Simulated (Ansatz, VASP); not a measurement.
# SiO2 (Cristobalite) in two plane-wave programs, part 2 of 3

One calculation is typed for both programs; each brings its own data sets. How far apart do they land? The cell is taken from a series of runs on this material, whose earlier steps may have relaxed, scaled, displaced or heated it; both programs get it as it stands.

VASP 6.6.1 and Ansatz 0.2.0.

So far: The starting structure; VASP: zone-centre phonons, LDA.

## (2) VASP: zone-centre phonons, LDA (continued)

Level of this step: LDA; plane waves and PAW (O, Si) (VASP).

OUTCAR, selected parts (step 2):

```text
ion  position               nearest neighbor table
   1  0.232  0.138  0.195-  10 1.61   9 1.61
   2  0.362  0.732  0.445-  11 1.61  10 1.61
   3  0.768  0.862  0.695-  12 1.61  11 1.61
   4  0.638  0.268  0.945-   9 1.61  12 1.61
   5  0.732  0.362  0.555-  11 1.61  12 1.61
   6  0.862  0.768  0.305-  10 1.61  11 1.61
   7  0.268  0.638  0.055-   9 1.61  10 1.61
   8  0.138  0.232  0.805-  12 1.61   9 1.61
   9  0.317  0.317  0.000-   4 1.61   7 1.61   1 1.61   8 1.61  10 3.00  12 3.00  10 3.00  12 3.00

  LATTYP: Found a simple tetragonal cell.
 ALAT       =     4.8248482443
 C/A-ratio  =     1.3748264076

 Subroutine GETGRP returns: Found  8 space group operations
 (whereof  2 operations were pure point group operations)

The static configuration has the point symmetry C_2 .
 The point group associated with its full space group is D_4 .

 Found     18 irreducible k-points:

   k-points           NKPTS =     18   k-points in BZ     NKDIM =     18   number of bands    NBANDS=     44

   dimension x,y,z NGX =    40 NGY =   40 NGZ =   54
   dimension x,y,z NGXF=    80 NGYF=   80 NGZF=  108

   ENCUT  =  600.0 eV  44.10 Ry    6.64 a.u.   9.64  9.64 13.25*2*pi/ulx,y,z

   NELECT =      64.0000    total number of electrons

 k-points in reciprocal lattice and weights: Automatic mesh
   0.00000000  0.00000000  0.00000000       0.016
   0.25000000  0.00000000  0.00000000       0.062
   0.50000000  0.00000000  0.00000000       0.031
   0.25000000  0.25000000  0.00000000       0.062
   0.50000000  0.25000000  0.00000000       0.062
   0.50000000  0.50000000  0.00000000       0.016
   0.00000000  0.00000000  0.25000000       0.031
   0.25000000  0.00000000  0.25000000       0.125
   0.50000000  0.00000000  0.25000000       0.062
[...]
0.50000000  0.25000000  0.50000000       0.062
   0.50000000  0.50000000  0.50000000       0.016

 average (electrostatic) potential at core
       1 -73.7857       2 -73.7857       3 -73.7857       4 -73.7857       5 -73.7857
       6 -73.7857       7 -73.7857       8 -73.7857       9 -88.3362      10 -88.3362
      11 -88.3362      12 -88.3362

  Total        1.1731448      1.1731448      1.0894648      0.0000000      0.0000000      0.0000000
  in kB       12.1720399     12.1720399     11.3038123      0.0000000      0.0000000      0.0000000
  external PRESSURE =      11.8826307 kB  Pullay stress =       0.0000000 kB

  energy-cutoff  :      600.00
  volume of cell :      154.42
      direct lattice vectors                 reciprocal lattice vectors
     4.824848244  0.000000000  0.000000000     0.207260405  0.000000000  0.000000000
     0.000000000  4.824848244  0.000000000     0.000000000  0.207260405  0.000000000
     0.000000000  0.000000000  6.633328779     0.000000000  0.000000000  0.150753872

 POSITION                                       TOTAL-FORCE (eV/Angst)
 -----------------------------------------------------------------------------------
      1.11798      0.66823      1.29644         0.000220      0.004195     -0.000441
[...]
3.080653  1.294441  6.271435     0.238501   -0.068028   -0.185354
      3.530407  1.744195  3.678558    -0.071587    0.252415   -0.194536
      4.156620  3.706865  2.020225    -0.236812   -0.060382    0.155473
      1.294441  3.080653  0.361893    -0.071587    0.252415    0.194536
      0.668229  1.117983  5.336890    -0.236812   -0.060382   -0.155473
      1.530984  1.530984  0.000000    -0.002295   -0.008218   -0.008894
      0.881440  3.943408  1.658332     0.103631    0.103931   -0.311683
      3.293864  3.293864  3.316664    -0.002295   -0.008218    0.008894
      3.943408  0.881440  4.974997     0.103631    0.103931    0.311683

   2 f  =   35.211270 THz   221.238934 2PiTHz 1174.521541 cm-1   145.622046 meV
             X         Y         Z           dx          dy          dz
      1.117983  0.668229  1.296439    -0.068028   -0.238501    0.185354
      1.744195  3.530407  2.954771    -0.250821    0.064366   -0.166313
      3.706865  4.156620  4.613103    -0.068028   -0.238501   -0.185354
      3.080653  1.294441  6.271435    -0.250821    0.064366    0.166313
      3.530407  1.744195  3.678558    -0.060382    0.236812   -0.155473
      4.156620  3.706865  2.020225     0.252415    0.071587   -0.194536
      1.294441  3.080653  0.361893    -0.060382    0.236812    0.155473
      0.668229  1.117983  5.336890     0.252415    0.071587    0.194536
      1.530984  1.530984  0.000000     0.103931   -0.103631   -0.311683
      0.881440  3.943408  1.658332    -0.008218    0.002295    0.008894
      3.293864  3.293864  3.316664     0.103931   -0.103631    0.311683
      3.943408  0.881440  4.974997    -0.008218    0.002295   -0.008894

   3 f  =   32.991600 THz   207.292335 2PiTHz 1100.481311 cm-1   136.442232 meV
             X         Y         Z           dx          dy          dz
      1.117983  0.668229  1.296439    -0.085213   -0.285743    0.189839
      1.744195  3.530407  2.954771    -0.285743    0.085213   -0.189839
      3.706865  4.156620  4.613103     0.085213    0.285743    0.189839
      3.080653  1.294441  6.271435     0.285743   -0.085213   -0.189839
      3.530407  1.744195  3.678558     0.085213   -0.285743    0.189839
      4.156620  3.706865  2.020225     0.285743    0.085213   -0.189839
      1.294441  3.080653  0.361893    -0.085213    0.285743    0.189839
      0.668229  1.117983  5.336890    -0.285743   -0.085213   -0.189839
      1.530984  1.530984  0.000000     0.007153    0.007153   -0.000000
      0.881440  3.943408  1.658332     0.007153   -0.007153    0.000000
      3.293864  3.293864  3.316664    -0.007153   -0.007153    0.000000
      3.943408  0.881440  4.974997    -0.007153    0.007153   -0.000000

   4 f  =   32.526836 THz   204.372139 2PiTHz 1084.978465 cm-1   134.520125 meV
             X         Y         Z           dx          dy          dz
      1.117983  0.668229  1.296439    -0.052150   -0.262722    0.143559
      1.744195  3.530407  2.954771     0.262722   -0.052150    0.143559
      3.706865  4.156620  4.613103     0.052150    0.262722    0.143559
      3.080653  1.294441  6.271435    -0.262722    0.052150    0.143559
      3.530407  1.744195  3.678558     0.052150   -0.262722    0.143559
      4.156620  3.706865  2.020225    -0.262722   -0.052150    0.143559
      1.294441  3.080653  0.361893    -0.052150    0.262722    0.143559
      0.668229  1.117983  5.336890     0.262722    0.052150    0.143559
      1.530984  1.530984  0.000000     0.095695   -0.095695   -0.216752
      0.881440  3.943408  1.658332     0.095695    0.095695   -0.216752
      3.293864  3.293864  3.316664    -0.095695    0.095695   -0.216752
      3.943408  0.881440  4.974997    -0.095695   -0.095695   -0.216752

   5 f  =   32.246437 THz   202.610341 2PiTHz 1075.625365 cm-1   133.360489 meV
             X         Y         Z           dx          dy          dz
      1.117983  0.668229  1.296439    -0.071269   -0.239076    0.181976
      1.744195  3.530407  2.954771    -0.239076    0.071269   -0.181976
      3.706865  4.156620  4.613103     0.071269    0.239076    0.181976
      3.080653  1.294441  6.271435     0.239076   -0.071269   -0.181976
      3.530407  1.744195  3.678558    -0.071269    0.239076   -0.181976
      4.156620  3.706865  2.020225    -0.239076   -0.071269    0.181976
      1.294441  3.080653  0.361893     0.071269   -0.239076   -0.181976
      0.668229  1.117983  5.336890     0.239076    0.071269    0.181976
      1.530984  1.530984  0.000000    -0.151587    0.151587   -0.115495
      0.881440  3.943408  1.658332     0.151587    0.151587    0.115495
      3.293864  3.293864  3.316664     0.151587   -0.151587   -0.115495
      3.943408  0.881440  4.974997    -0.151587   -0.151587    0.115495

   6 f  =   32.227192 THz   202.489418 2PiTHz 1074.983405 cm-1   133.280896 meV
             X         Y         Z           dx          dy          dz
      1.117983  0.668229  1.296439    -0.082405   -0.202484    0.143000
      1.744195  3.530407  2.954771     0.268866   -0.062254    0.212196
      3.706865  4.156620  4.613103    -0.082405   -0.202484   -0.143000
      3.080653  1.294441  6.271435     0.268866   -0.062254   -0.212196
      3.530407  1.744195  3.678558     0.043198   -0.219364    0.176720
      4.156620  3.706865  2.020225     0.255280    0.093809   -0.185057
      1.294441  3.080653  0.361893     0.043198   -0.219364   -0.176720
      0.668229  1.117983  5.336890     0.255280    0.093809    0.185057
      1.530984  1.530984  0.000000    -0.172814    0.134604   -0.100297
      0.881440  3.943408  1.658332    -0.193294    0.160050   -0.010846
      3.293864  3.293864  3.316664    -0.172814    0.134604    0.100297
      3.943408  0.881440  4.974997    -0.193294    0.160050    0.010846

   7 f  =   32.227192 THz   202.489418 2PiTHz 1074.983405 cm-1   133.280896 meV
             X         Y         Z           dx          dy          dz
      1.117983  0.668229  1.296439    -0.062254   -0.268866    0.212196
      1.744195  3.530407  2.954771    -0.202484    0.082405   -0.143000
      3.706865  4.156620  4.613103    -0.062254   -0.268866   -0.212196
      3.080653  1.294441  6.271435    -0.202484    0.082405    0.143000
      3.530407  1.744195  3.678558     0.093809   -0.255280    0.185057
      4.156620  3.706865  2.020225    -0.219364   -0.043198    0.176720
      1.294441  3.080653  0.361893     0.093809   -0.255280   -0.185057
      0.668229  1.117983  5.336890    -0.219364   -0.043198   -0.176720
      1.530984  1.530984  0.000000     0.160050    0.193294   -0.010846
      0.881440  3.943408  1.658332     0.134604    0.172814    0.100297
      3.293864  3.293864  3.316664     0.160050    0.193294    0.010846
      3.943408  0.881440  4.974997     0.134604    0.172814   -0.100297

   8 f  =   32.119834 THz   201.814871 2PiTHz 1071.402344 cm-1   132.836901 meV
             X         Y         Z           dx          dy          dz
      1.117983  0.668229  1.296439    -0.070230   -0.238465    0.180919
      1.744195  3.530407  2.954771     0.238465   -0.070230    0.180919
      3.706865  4.156620  4.613103     0.070230    0.238465    0.180919
      3.080653  1.294441  6.271435    -0.238465    0.070230    0.180919
      3.530407  1.744195  3.678558    -0.070230    0.238465   -0.180919
      4.156620  3.706865  2.020225     0.238465    0.070230   -0.180919
      1.294441  3.080653  0.361893     0.070230   -0.238465   -0.180919
      0.668229  1.117983  5.336890    -0.238465   -0.070230   -0.180919
      1.530984  1.530984  0.000000     0.174558    0.174558   -0.000000
    [... 421 further lines ...]
      3.293864  3.293864  3.316664     0.249170    0.234630    0.000037
      3.943408  0.881440  4.974997     0.248968    0.234417    0.001244

 MACROSCOPIC STATIC DIELECTRIC TENSOR IONIC CONTRIBUTION
 ------------------------------------------------------
           2.001370    -0.000000    -0.000000
           0.000000     2.001370     0.000000
          -0.000000     0.000000     1.670157
 ------------------------------------------------------

 ELASTIC MODULI CONTR FROM IONIC RELAXATION (kBar)
 Direction    XX          YY          ZZ          XY          YZ          ZX
 --------------------------------------------------------------------------------
 XX       -3742.0958   -274.8215  -1185.5632      0.0000     -0.0000      0.0000
 YY        -274.8215  -3742.0958  -1185.5632     -0.0000     -0.0000     -0.0000
 ZZ       -1185.5632  -1185.5632  -3045.1833     -0.0000      0.0000      0.0000
 XY          -0.0000     -0.0000     -0.0000   -362.8359     -0.0000     -0.0000
 YZ           0.0000     -0.0000      0.0000      0.0000   -804.7898     -0.0000
 ZX           0.0000     -0.0000      0.0000     -0.0000     -0.0000   -804.6782
 --------------------------------------------------------------------------------

 PIEZOELECTRIC TENSOR IONIC CONTR  for field in x, y, z        (C/m^2)
          XX          YY          ZZ          XY          YZ          ZX
  --------------------------------------------------------------------------------
  x    -0.00000     0.00000    -0.00000    -0.00000    -0.01249     0.00000
  y     0.00000    -0.00000     0.00000    -0.00000    -0.00000     0.01574
  z     0.00000    -0.00000     0.00000     0.00038    -0.00000     0.00000
```

[end of part 2 of 3]

[Lines on the potential files, build, host, timing and source positions are cut from VASP's logs without a mark.]

[Logs are printed without paths, hosts, clocks, repeated set-up lines and the standing remarks that a program may print on its own settings, such as how far it seeks lower states.]

[Hosts, paths, dates, database ids (printed as entryN), source tags and the programs' standing remarks are cut or masked in the printed files.]
